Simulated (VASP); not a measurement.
Output of a VASP run:

**OUTCAR**
```
 ion  position               nearest neighbor table
   1  0.333  0.667  0.250-   2 3.12   2 3.12   2 3.12   2 3.12   2 3.12   2 3.12
   2  0.667  0.333  0.750-   1 3.12   1 3.12   1 3.12   1 3.12   1 3.12   1 3.12
  LATTYP: Found a hexagonal cell.
 ALAT       =     3.2400365999
 C/A-ratio  =     1.5445568123
 Subroutine PRICEL returns:
 Original cell was already a primitive cell.
 Subroutine GETGRP returns: Found 24 space group operations
The static configuration has the point symmetry D_3d.
 The point group associated with its full space group is D_6h.
The dynamic configuration has the point symmetry D_3d.
 Subroutine INISYM returns: Found 24 space group operations
 Subroutine IBZKPT returns following result:
 Found     84 irreducible k-points:

 Following reciprocal coordinates:
            Coordinates               Weight
  0.000000  0.000000  0.000000      1.000000
  0.076923  0.000000  0.000000      6.000000
  0.153846  0.000000  0.000000      6.000000
  0.230769  0.000000  0.000000      6.000000
  0.307692  0.000000  0.000000      6.000000
  0.384615  0.000000  0.000000      6.000000
  0.461538  0.000000  0.000000      6.000000
  0.076923  0.076923  0.000000      6.000000
  0.153846  0.076923  0.000000     12.000000
  0.230769  0.076923  0.000000     12.000000
  0.307692  0.076923  0.000000     12.000000
  0.384615  0.076923  0.000000     12.000000
  0.461538  0.076923  0.000000      6.000000
  0.153846  0.153846  0.000000      6.000000
  0.230769  0.153846  0.000000     12.000000
  0.307692  0.153846  0.000000     12.000000
  0.384615  0.153846  0.000000     12.000000
  0.230769  0.230769  0.000000      6.000000
  0.307692  0.230769  0.000000     12.000000
  0.384615  0.230769  0.000000      6.000000
  0.307692  0.307692  0.000000      6.000000
  0.000000  0.000000  0.142857      2.000000
  0.076923  0.000000  0.142857     12.000000
  0.153846  0.000000  0.142857     12.000000
  0.230769  0.000000  0.142857     12.000000
  0.307692  0.000000  0.142857     12.000000
  0.384615  0.000000  0.142857     12.000000
  0.461538  0.000000  0.142857     12.000000
  0.076923  0.076923  0.142857     12.000000
  0.153846  0.076923  0.142857     24.000000
  0.230769  0.076923  0.142857     24.000000
  0.307692  0.076923  0.142857     24.000000
  0.384615  0.076923  0.142857     24.000000
  0.461538  0.076923  0.142857     12.000000
  0.153846  0.153846  0.142857     12.000000
  0.230769  0.153846  0.142857     24.000000
  0.307692  0.153846  0.142857     24.000000
  0.384615  0.153846  0.142857     24.000000
  0.230769  0.230769  0.142857     12.000000
  0.307692  0.230769  0.142857     24.000000
   k-points           NKPTS =     84   k-points in BZ     NKDIM =     84   number of bands    NBANDS=     15
   number of dos      NEDOS =    301   number of ions     NIONS =      2
   total plane-waves  NPLWV =  20736
   dimension x,y,z NGX =    24 NGY =   24 NGZ =   36
   dimension x,y,z NGXF=    48 NGYF=   48 NGZF=   72
   ions per type =               2
   PREC   = accura    normal or accurate (medium, high low for compatibility)
   ISTART =      0    job   : 0-new  1-cont  2-samecut
   ICHARG =      2    charge: 1-file 2-atom 10-const
   ISPIN  =      1    spin polarized calculation?
   LNONCOLLINEAR =      F non collinear calculations
   LSORBIT =      F    spin-orbit coupling
   INIWAV =      1    electr: 0-lowe 1-rand  2-diag
   ENCUT  =  500.0 eV  36.75 Ry    6.06 a.u.   5.91  5.91  9.12*2*pi/ulx,y,z
   NELM   =    100;   NELMIN=  2; NELMDL= -5     # of ELM steps
   EDIFF  = 0.1E-05   stopping-criterion for ELM
   LREAL  =      F    real-space projection
   NLSPLINE    = F    spline interpolate recip. space projectors
   LMAXMIX     =    4 max onsite mixed and CHGCAR
   VOSKOWN=      0    Vosko Wilk Nusair interpolation
   EDIFFG = -.2E-01   stopping-criterion for IOM
   NSW    =     40    number of steps for IOM
...
```

OSZICAR:
```
       N       E                     dE             d eps       ncg     rms          rms(c)
DAV:   1     0.378208615376E+03    0.37821E+03   -0.11009E+04  2536   0.154E+03
DAV:   2     0.931353109451E+01   -0.36890E+03   -0.36364E+03  3411   0.669E+02
DAV:   3    -0.133741959777E+02   -0.22688E+02   -0.22271E+02  4266   0.190E+02
DAV:   4    -0.136802205539E+02   -0.30602E+00   -0.30319E+00  3840   0.208E+01
DAV:   5    -0.136871222180E+02   -0.69017E-02   -0.69010E-02  4165   0.266E+00    0.822E+00
DAV:   6    -0.126012684736E+02    0.10859E+01   -0.24598E+00  3157   0.212E+01    0.254E+00
DAV:   7    -0.124504538760E+02    0.15081E+00   -0.64540E-01  3255   0.999E+00    0.810E-01
DAV:   8    -0.124408308194E+02    0.96231E-02   -0.21011E-02  3487   0.216E+00    0.205E-01
DAV:   9    -0.124399469910E+02    0.88383E-03   -0.50284E-03  3371   0.910E-01    0.204E-02
DAV:  10    -0.124399557224E+02   -0.87314E-05   -0.96160E-05  4259   0.153E-01    0.734E-03
DAV:  11    -0.124399507266E+02    0.49958E-05   -0.27834E-06  2709   0.271E-02    0.195E-03
DAV:  12    -0.124399525869E+02   -0.18603E-05   -0.39327E-07  1911   0.137E-02    0.103E-03
DAV:  13    -0.124399523169E+02    0.26999E-06   -0.13346E-07  1785   0.734E-03
   1 F= -.11020098E+02 E0= -.11019528E+02  d E =-.110201E+02
```

### OUTCAR
```
------------------------ aborting loop because EDIFF is reached ----------------------------------------
  FORCE on cell =-STRESS in cart. coord.  units (eV):
  Direction    XX          YY          ZZ          XY          YZ          ZX
  --------------------------------------------------------------------------------------
  Total        1.4129780      1.4129779      1.4106130      0.0000000     -0.0000000      0.0000000
  in kB       49.7578623     49.7578588     49.6745796      0.0000000     -0.0000000      0.0000000
  external PRESSURE =      -0.2698998 kB  Pullay stress =      50.0000000 kB
  volume of cell :       45.50
      direct lattice vectors                 reciprocal lattice vectors
     1.620018344 -2.805953979  0.000000000     0.308638481 -0.178192516  0.000000000
     1.620018344  2.805953979  0.000000000     0.308638481  0.178192516  0.000000000
     0.000000000  0.000000000  5.004420603     0.000000000  0.000000000  0.199823332
 POSITION                                       TOTAL-FORCE (eV/Angst)
 -----------------------------------------------------------------------------------
      1.62002      0.93532      1.25111        -0.000000     -0.000000      0.000000
      1.62002     -0.93532      3.75332         0.000000      0.000000      0.000000
 -----------------------------------------------------------------------------------
    total drift:                               -0.000112      0.000672     -0.000015
  FREE ENERGIE OF THE ION-ELECTRON SYSTEM (eV)
  ---------------------------------------------------
  free  energy   TOTEN  =       -12.4399523169 eV

  energy  without entropy=      -12.4382420288  energy(sigma->0) =      -12.43938222
  enthalpy is  TOTEN    =       -11.0200982917 eV   P V=        1.4198540252

 reached required accuracy - stopping structural energy minimisation
```
(Selected blocks of OUTCAR.)

**POSCAR**
```
Sc
1
    1.6200183436    -2.8059539795     0.0000000000
    1.6200183436     2.8059539795    -0.0000000000
    0.0000000000    -0.0000000000     5.0044206026
Sc
2
Direct
  0.3333330000   0.6666670000   0.2500000000
  0.6666670000   0.3333330000   0.7500000000
```

### Question
Write an INCAR and KPOINTS that could have produced this output.

### Answer
One answer among several that fit: the input of the run itself, PBE GGA, plane waves, VASP's PBE PAW potentials (set 64).

**KPOINTS**
```
Automatic
0
G
13 13 7
0 0 0
```

### INCAR
```
SYSTEM = Sc
PREC = Accurate; ENCUT = 500; LREAL = .FALSE.
LASPH = .TRUE.
EDIFF = 1E-6; NELM = 100; ALGO = Normal
LMAXMIX = 4
ISMEAR = 1; SIGMA = 0.1
GGA = PE
IBRION = 2; NSW = 40; ISIF = 3
EDIFFG = -0.02; PSTRESS = 50
LWAVE = .FALSE.; LCHARG = .FALSE.
```

POTCAR, in this order: Sc_sv (PBE.64 set). Program: vasp_std.

The compound is Sc in the hcp structure. It was relaxed first under an external pressure of 5 GPa.
